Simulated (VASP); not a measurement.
BN: single point with PBE

BN:

```xyz
4
Lattice="2.5546 0.0000 0.0000 -1.2773 2.2124 0.0000 0.0000 0.0000 4.2245" Properties=species:S:1:pos:R:3 pbc="T T T"
B     1.2773    0.7375    4.2237
B     0.0000    1.4749    2.1115
N     1.2773    0.7375    2.6412
N     0.0000    1.4749    0.5289
```

Measurements of this composition are mostly on another form, of space group No. 194.

```
Program                : VASP 6.6.1
Task                   : single point
Functional             : PBE
Potentials or basis    : VASP PAW PBE potentials, release 64 (B, N)
Cutoff                 : 520 eV
k mesh                 : 12 × 12 × 6
Occupations            : gaussian, width 0.05 eV
Spin                   : no spin polarisation
Dipole correction      : no
Further INCAR settings : ALGO = Fast; EDIFF = 1e-06; NBANDS = 16
```

```yaml
Pressure: 0.2 GPa
Band_gap_on_the_k_mesh: 5.21 eV, indirect (least direct gap 8.24 eV)
```

Levels at points of the mesh, in eV from the valence-band top:
| k point | band 6 | band 7 | band 8 | band 9 | band 10 | band 11 |
| --- | --- | --- | --- | --- | --- | --- |
| (0.00, 0.00, 0.00) | -0.26 | 0.00 | 0.00 | 8.33 | 8.33 | 8.55 |
| (0.50, 0.00, 0.00) | -4.93 | -4.36 | -2.09 | 6.68 | 7.94 | 10.56 |
| (0.00, 0.00, 0.50) | -1.16 | -1.16 | -1.16 | 9.40 | 9.40 | 9.87 |
| (0.50, 0.00, 0.50) | -3.73 | -3.53 | -3.53 | 6.56 | 6.56 | 9.97 |

Wall time 13 s on 1 thread of Intel(R) Xeon(R) 6975P-C (Granite Rapids), with other jobs on the host, peak memory 0.14 GiB.

A k mesh can miss the band edges. PBE gaps usually lie below the measured ones, often by a third to a half.
